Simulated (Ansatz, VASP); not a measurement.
# Ni (Nickel): VASP beside Ansatz, part 2 of 2

One calculation is typed for both programs; each brings its own data sets and cutoff. How far apart do they land?

VASP 6.6.1 and Ansatz 0.2.0.

So far: Set-up; Ansatz: relaxation of cell and atoms, PBE; VASP: relaxation of cell and atoms, PBE.

**3. VASP: relaxation of cell and atoms, PBE (continued)**

Level of this step: PBE, spin-polarised from a ferromagnetic start (one magnetic atom a cell); plane waves and PAW (Ni) (VASP).

Numbers of over 12 decimals in the logs are rounded to 6 here.

Parts of OUTCAR (step 3):

```text
ion  position               nearest neighbor table
   1  0.000  0.000  0.000-

  LATTYP: Found a face centered cubic cell.
 ALAT       =     3.5238700000

 Subroutine GETGRP returns: Found 48 space group operations
 (whereof 48 operations were pure point group operations)

The static configuration has the point symmetry O_h .

 Found     84 irreducible k-points:

   k-points           NKPTS =     84   k-points in BZ     NKDIM =     84   number of bands    NBANDS=     11

   dimension x,y,z NGX =    20 NGY =   20 NGZ =   20
   dimension x,y,z NGXF=    40 NGYF=   40 NGZF=   40

   ENCUT  =  520.0 eV  38.22 Ry    6.18 a.u.   4.63  4.63  4.63*2*pi/ulx,y,z

   NELECT =      10.0000    total number of electrons

 k-points in reciprocal lattice and weights: Automatic mesh
   0.00000000  0.00000000  0.00000000       0.000
   0.07692308  0.00000000  0.00000000       0.004
   0.15384615  0.00000000  0.00000000       0.004
   0.23076923  0.00000000  0.00000000       0.004
   0.30769231  0.00000000  0.00000000       0.004
   0.38461538  0.00000000  0.00000000       0.004
   0.46153846  0.00000000  0.00000000       0.004
   0.07692308  0.07692308  0.00000000       0.003
   0.15384615  0.07692308  0.00000000       0.011
[...]
-0.30769231  0.46153846  0.15384615       0.011
  -0.30769231  0.46153846  0.23076923       0.011

 average (electrostatic) potential at core
       1 -82.0090

 E-fermi :   9.3725

 spin component 1
 k-point     1 :       0.0000    0.0000    0.0000
  band No.  band energies     occupation
    ...
      2       6.9503      1.00000
      3       6.9503      1.00000
      4       6.9503      1.00000
      5       8.1059      1.00000
      6       8.1059      1.00000
      7      33.0873      0.00000
      8      36.9483      0.00000
      9      36.9483      0.00000
     10      36.9483      0.00000
     11      39.8892      0.00000

 k-point     2 :       0.0769    0.0000    0.0000
  band No.  band energies     occupation
    ...
      2       6.8917      1.00000
      3       7.0008      1.00000
      4       7.0008      1.00000
      5       8.0851      1.00000
      6       8.0851      1.00000
      7      32.1938      0.00000
      8      34.7687      0.00000
      9      36.4384      0.00000
     10      36.4384      0.00000
     11      40.6542      0.00000

 k-point     3 :       0.1538    0.0000    0.0000
  band No.  band energies     occupation
    ...
      2       6.7497      1.00000
      3       7.1136      1.00000
      4       7.1136      1.00000
      5       8.0597      1.00000
      6       8.0597      1.00000
      7      28.7091      0.00000
      8      33.9194      0.00000
      9      35.6124      0.00000
     10      35.6124      0.00000
     11      41.0318      0.00000

 k-point     4 :       0.2308    0.0000    0.0000
  band No.  band energies     occupation
    ...
      2       6.6323      1.00000
      3       7.1767      1.00000
      4       7.1767      1.00000
      5       8.1334      1.00000
      6       8.1334      1.00000
      7      24.7546      0.00000
      8      33.3556      0.00000
      9      34.9272      0.00000
     10      34.9272      0.00000
     11      40.8258      0.00000

 k-point     5 :       0.3077    0.0000    0.0000
  band No.  band energies     occupation
    ...
      2       6.7791      1.00000
      3       7.1251      1.00000
      4       7.1251      1.00000
      5       8.3490      1.00000
      6       8.3490      1.00000
      7      21.0273      0.00000
      8      32.6373      0.00000
      9      34.4499      0.00000
     10      34.4499      0.00000
     11      39.1073      0.00000

 k-point     6 :       0.3846    0.0000    0.0000
  band No.  band energies     occupation
    ...
      2       7.0307      1.00000
      3       7.0307      1.00000
      4       7.5998      1.00000
      5       8.5952      1.00000
      6       8.5952      1.00000
      7      17.7481      0.00000
      8      31.9954      0.00000
      9      34.1699      0.00000
     10      34.1699      0.00000
     11      37.7488      0.00000

  Total        0.0007267      0.0007267      0.0007267      0.0000000      0.0000000     -0.0000000
  in kB        0.1069828      0.1069828      0.1069828      0.0000000      0.0000000     -0.0000000
  external PRESSURE =       0.1069828 kB  Pullay stress =       0.0000000 kB

  energy-cutoff  :      520.00
  volume of cell :       10.88
      direct lattice vectors                 reciprocal lattice vectors
    -0.000000000  1.758913974  1.758913974    -0.284266318  0.284266318  0.284266318
     1.758913974  0.000000000  1.758913974     0.284266318 -0.284266318  0.284266318
     1.758913974  1.758913974 -0.000000000     0.284266318  0.284266318 -0.284266318

 POSITION                                       TOTAL-FORCE (eV/Angst)
 -----------------------------------------------------------------------------------
      0.00000      0.00000      0.00000         0.000000      0.000000      0.000000
 -----------------------------------------------------------------------------------
    total drift:                                0.000000      0.000000      0.000000

  FREE ENERGIE OF THE ION-ELECTRON SYSTEM (eV)
  ---------------------------------------------------
  free  energy   TOTEN  =        -5.4773088980 eV

  energy  without entropy=       -5.4634867257  energy(sigma->0) =       -5.47039781

 reached required accuracy - stopping structural energy minimisation

 total charge
# of ion       s       p       d       tot
------------------------------------------
    1        0.497   0.497   8.315   9.309

 magnetization (x)
# of ion       s       p       d       tot
------------------------------------------
    1       -0.005  -0.023   0.665   0.636

[... 6 further parts left out ...]
```

CONTCAR:

```
Ni
   1.00000000000000
    -0.0000000000000000    1.7589139742526714    1.7589139742526714
     1.7589139742526714    0.0000000000000000    1.7589139742526714
     1.7589139742526714    1.7589139742526714   -0.0000000000000000
  Ni
     1
Direct
     0.0000000000000000    0.0000000000000000    0.0000000000000000
```

**4. Side by side**

Known differences besides the potentials themselves: both relaxations stop at a tolerance, which leaves soft axes loose, and VASP keeps its plane-wave basis; the data sets hold 18 valence electrons in Ansatz (default PAW (the set named soft_2) files) and 10 in VASP; the cutoff is 420 eV in Ansatz and 520 eV in VASP; VASP leaves aspherical gradient terms in its spheres out (LASPH is not set), Ansatz keeps them; Ansatz adds a Pulay correction to the stress that steers its cell, VASP none; site moments are counted in spheres of each program's own size. Total energies have different zeros and are not compared.

Compared:

```csv
quantity,Ansatz,VASP,difference
volume (Å³),10.89,10.88,+0.02 %
"edge a after relaxation, in the typed setting (Å)",2.488,2.487,+0.01 %
total moment (μB),0.63,0.62,+0.01
moment on Ni1 (μB),0.67,0.64,+0.03
```

The walks stopped with 0.01 GPa left in Ansatz and 0.01 GPa in VASP; each walk ends within a tolerance, so the volume difference is uncertain by about these residues over the bulk modulus, most in soft cells.

**5. Summary of results**

```yaml
difference_in_volume_relaxation_of_cell_and_atoms_pbe: 0.024 %
```

**Reading.** The difference in volume is 0.024 % (relaxation of cell and atoms, PBE), within the 1.2 % picked in this series as the mark of a large difference, as far as the stopping tolerances let one tell. Such differences can come from data sets, numerical settings and the points named under the comparisons, not from the functional's error against experiment.

[Lines on the potential files, build, host, timing and source positions are cut from VASP's logs without a mark.]

[Logs are printed without paths, hosts, clocks, repeated set-up lines and the standing remarks that a program may print on its own settings, such as how far it seeks lower states.]

[Hosts, paths, dates, database ids (printed as entryN), source tags and the programs' standing remarks are cut or masked in the printed files.]
